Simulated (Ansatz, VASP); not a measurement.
# NaB in two plane-wave programs, part 2 of 2

Aim: how closely do two programs agree when they are given the same cell, functional and k mesh? The cell is taken from a series of runs on this material, whose earlier steps may have relaxed, scaled, displaced or heated it; both programs get it as it stands.

VASP 6.6.1 and Ansatz 0.2.0.

So far: The structure; Ansatz: relaxation of cell and atoms, PBEsol, pair 1; VASP: relaxation of cell and atoms, PBEsol, pair 1; Differences.

### Step 5. VASP: relaxation of cell and atoms, PBEsol, pair 2

Level of this step: PBEsol; plane waves and PAW (Na_pv, B) (VASP).

The relaxed volume is the usual yardstick between codes: in a stiff, nearly cubic crystal its relative difference is about their pressure difference at one cell divided by the bulk modulus. This pair takes another cell of the material, with 8 atoms against 2 for the pair before.

The input, INCAR:

```
SYSTEM = NaB
PREC = Accurate
ENCUT = 500
EDIFF = 1E-07
NELM = 120
ISMEAR = 1
SIGMA = 0.2
LREAL = .FALSE.
ALGO = Normal
GGA = PS
NBANDS = 28
LORBIT = 11
LWAVE = .FALSE.
LCHARG = .FALSE.
ISIF = 3
IBRION = 2
NSW = 80
EDIFFG = -0.005
LASPH = .TRUE.
GGA_COMPAT = .FALSE.
NELMIN = 4
KPAR = 2
```

The input, POSCAR:

```
NaB
1.0
    0.0000000000      4.2617620000      5.1598120000
    3.1234500000      0.0000000000      5.1598120000
    3.1234500000      4.2617620000      0.0000000000
Na B
4 4
Direct
    0.6895196165      0.3104803835      0.6895196165
    0.3104803835      0.6895196165      0.3104803835
    0.9395197339      0.5604802661      0.9395197339
    0.5604805008      0.9395194992      0.5604805008
    0.8731415582      0.1268584418      0.1268584418
    0.1268586019      0.8731413981      0.8731413981
    0.1231415582      0.3768584418      0.3768584418
    0.3768586019      0.1231413981      0.1231413981
```

The input, KPOINTS:

```
Automatic mesh
0
Gamma
8 8 8
0 0 0
```

The projector-augmented-wave data sets are Na_pv and B (PBE family, release 64).

Launch:

```console
$ mpirun -np 2 vasp_std
```

Numbers of over 12 decimals in the logs are rounded to 6 here.

Log:

```text
[banner, memory and clock lines left out]
running    2 mpi-ranks, on    1 nodes
[...]
[... a notice as in an earlier step ...]

 LDA part: xc-table for (Slater+PW92), standard interpolation
 POSCAR, INCAR and KPOINTS ok, starting setup
[...]
entering main loop
       N       E                     dE             d eps       ncg     rms          rms(c)
DAV:   1     0.327452978785E+03    0.32745E+03   -0.19611E+04  5320   0.148E+03
DAV:   2    -0.781867038663E-01   -0.32753E+03   -0.32087E+03  5416   0.397E+02
DAV:   3    -0.265051592795E+02   -0.26427E+02   -0.25960E+02  6740   0.122E+02
DAV:   4    -0.273218154062E+02   -0.81666E+00   -0.80982E+00  6008   0.198E+01
[...]
DAV:  12    -0.250958656499E+02    0.17678E-04   -0.67937E-05  5852   0.298E-02    0.500E-03
DAV:  13    -0.250958658817E+02   -0.23188E-06   -0.40422E-06  5444   0.727E-03    0.140E-03
DAV:  14    -0.250958658923E+02   -0.10546E-07   -0.18332E-07  5172   0.249E-03
   1 F= -.25095866E+02 E0= -.25096331E+02  d E =-.250959E+02
[...]
DAV:   4    -0.250957456345E+02    0.37634E-05   -0.18850E-05  6444   0.367E-02    0.564E-03
DAV:   5    -0.250957445108E+02    0.11237E-05   -0.98460E-07  5504   0.688E-03    0.798E-04
DAV:   6    -0.250957444962E+02    0.14551E-07   -0.11516E-07  3188   0.373E-03
   2 F= -.25095744E+02 E0= -.25096181E+02  d E =0.121396E-03
 trial-energy change:    0.000121  1 .order    0.000120   -0.000375    0.000615
 step:   0.3768(harm=  0.3791)  dis= 0.00067  next Energy=   -25.095937 (dE=-0.706E-04)
[...]
N       E                     dE             d eps       ncg     rms          rms(c)
DAV:   1    -0.250960317129E+02   -0.28720E-03   -0.83119E-03  5512   0.878E-01    0.723E-02
DAV:   2    -0.250959648497E+02    0.66863E-04   -0.32247E-04  6640   0.168E-01    0.377E-02
DAV:   3    -0.250959384087E+02    0.26441E-04   -0.62504E-05  6796   0.821E-02    0.700E-03
DAV:   4    -0.250959367339E+02    0.16748E-05   -0.72955E-06  6420   0.228E-02    0.352E-03
DAV:   5    -0.250959363638E+02    0.37015E-06   -0.38063E-07  5384   0.428E-03    0.499E-04
DAV:   6    -0.250959363462E+02    0.17571E-07   -0.45025E-08  2888   0.234E-03
   3 F= -.25095936E+02 E0= -.25096391E+02  d E =-.704539E-04
[...]
reached required accuracy - stopping structural energy minimisation
```

From OUTCAR (step 5):

```text
  Total        0.0014390      0.0340749      0.0233239      0.0000000      0.0000000      0.0000000
  in kB        0.0167763      0.3972488      0.2719122      0.0000000      0.0000000      0.0000000
  external PRESSURE =       0.2286458 kB  Pullay stress =       0.0000000 kB

 POSITION                                       TOTAL-FORCE (eV/Angst)
 -----------------------------------------------------------------------------------
      3.12435      5.87768      5.16013         0.000000     -0.002165      0.000000
      3.12435      2.64669      5.16013         0.000000      0.002165      0.000000
      4.68653      8.00878      7.74019        -0.000000     -0.002165      0.000000
      4.68653      4.77778      7.74019        -0.000000      0.002165      0.000000
      0.79337      4.26219      5.16013        -0.001643      0.000000      0.000000
      5.45533      4.26219      5.16013         0.001643      0.000000      0.000000
      2.35555      2.13109      2.58006        -0.001643      0.000000      0.000000
      0.76880      2.13109      2.58006         0.001643      0.000000      0.000000
 -----------------------------------------------------------------------------------
    total drift:                                0.000094      0.000188      0.000005

  FREE ENERGIE OF THE ION-ELECTRON SYSTEM (eV)
  ---------------------------------------------------
  free  energy   TOTEN  =       -25.0959363462 eV

  energy  without entropy=      -25.0972988718  energy(sigma->0) =      -25.09639052

[... 1 part as in an earlier step ...]

[... 3 further parts left out ...]
[key lines of the parts left out:]
E-fermi :   1.0322
```

### Step 6. Ansatz: relaxation of cell and atoms, PBEsol, pair 2

The same cell, functional, mesh and smearing now go to Ansatz, which takes its cutoff from its data sets.

The cell is taken from a series of runs on this material, whose earlier steps may have relaxed, scaled, displaced or heated it; both programs get it as it stands.

The input, input.yaml:

```yaml
crystal:
  lattice:
    - [0.0, 4.2617624296, 5.1598118558]
    - [3.1234499445, 0.0, 5.1598118558]
    - [3.1234499445, 4.2617624296, 0.0]
  atoms:
    - { symbol: Na, position: [0.6895195977, 0.3104804023, 0.6895195977] }
    - { symbol: Na, position: [0.3104804023, 0.6895195977, 0.3104804023] }
    - { symbol: Na, position: [0.9395195977, 0.5604804023, 0.9395195977] }
    - { symbol: Na, position: [0.5604804023, 0.9395195977, 0.5604804023] }
    - { symbol: B, position: [0.8731414777, 0.1268585223, 0.1268585223] }
    - { symbol: B, position: [0.1268585223, 0.8731414777, 0.8731414777] }
    - { symbol: B, position: [0.1231414777, 0.3768585223, 0.3768585223] }
    - { symbol: B, position: [0.3768585223, 0.1231414777, 0.1231414777] }
kpoints:
  mp_grid: { grid: [8, 8, 8] }
hamiltonian:
  xc: pbesol
  pseudopotentials: { kind: paw, azcp: { folder: soft_1 }, xc_functional: pbe }
scf:
  occupations: { method: methfessel_paxton, width: 0.2 }
output:
  forces: true
  stress: true
  eigenvalues: true
relax:
  adjacent_minimum: "off"
  f_tol: 0.001
  max_steps: 60
  cell: { stress_tol: 0.01 }
```

Launch:

```console
$ ansatz run input.yaml --threads 4 --pin off --max-ram 10240MiB --backend cpu --events-out ev --progress --plain --runs-dir out
```

Log:

```text
[...]
Crystal: 8 atoms, lattice volume = 137.369 Å³
Basis set: ecut = 420 eV, 2677 PW (Γ), exchange–correlation on 90×90×72 points (8 copies of the dense FFT grid, shifted against one another)
Bands: 32, of which v1, the nominal top of the filled ones, is band 24 counted from 1 (23 counted from 0)
Symmetry: 8 space group operations
[...]
k-points: 95 of 512
[...]
- { symbol: Na, position: [0.689520, 0.310480, 0.689520] }
    - { symbol: Na, position: [0.310480, 0.6895195977, 0.310480] }
    - { symbol: Na, position: [0.939520, 0.5604804023, 0.939520] }
    - { symbol: Na, position: [0.560480, 0.939520, 0.560480] }
    - { symbol: B, position: [0.873141, 0.126859, 0.126859] }
    - { symbol: B, position: [0.126859, 0.873141, 0.873141] }
    - { symbol: B, position: [0.1231414777, 0.376859, 0.376859] }
    - { symbol: B, position: [0.376859, 0.1231414777, 0.123141] }
[key lines of the parts left out:]
SCF converged after 6 iterations
Free energy (F): -6505.502315 eV
Fermi energy:    3.148921 eV
P = ⅓ Tr σ = 0.0011 GPa (0.011 kbar)
```

### Step 7. Differences

What differs besides the data sets and the points named for the pairs above, as far as they apply: the data sets hold 48 valence electrons in Ansatz (on its PAW soft_1 files) and 40 in VASP. Total energies have different zeros and are not compared.

Both answers:

| quantity | Ansatz | VASP | difference |
| --- | --- | --- | --- |
| volume (Å³) | 137.37 | 137.43 | -0.04 % |
| edge a after relaxation, in the typed setting (Å) | 6.692 | 6.693 | -0.01 % |
| edge b after relaxation, in the typed setting (Å) | 6.032 | 6.032 | -0.01 % |
| edge c after relaxation, in the typed setting (Å) | 5.284 | 5.285 | -0.02 % |

### Step 8. Outcome

| Property | Result |
| --- | --- |
| difference in volume (relaxation of cell and atoms, PBEsol, pair 1) | -0.14 % |
| difference in volume (relaxation of cell and atoms, PBEsol, pair 2) | -0.045 % |

What this shows: The difference in volume is -0.14 % (relaxation of cell and atoms, PBEsol, pair 1), within the 1.2 % picked in this series as the mark of a large difference, as far as the stopping tolerances let one tell. The data sets hold unlike numbers of valence electrons (12 in Ansatz and 10 in VASP and 48 in Ansatz and 40 in VASP), so part of the differences comes from the potentials. How closely two codes agree says nothing of how well the functional describes the real material.

[Lines on the potential files, build, host, timing and source positions are cut from VASP's logs without a mark.]

[Logs are printed without paths, hosts, clocks, repeated set-up lines and the standing remarks that a program may print on its own settings, such as how far it seeks lower states.]

[Hosts, paths, dates, database ids (printed as entryN), source tags and the programs' standing remarks are cut or masked in the printed files.]
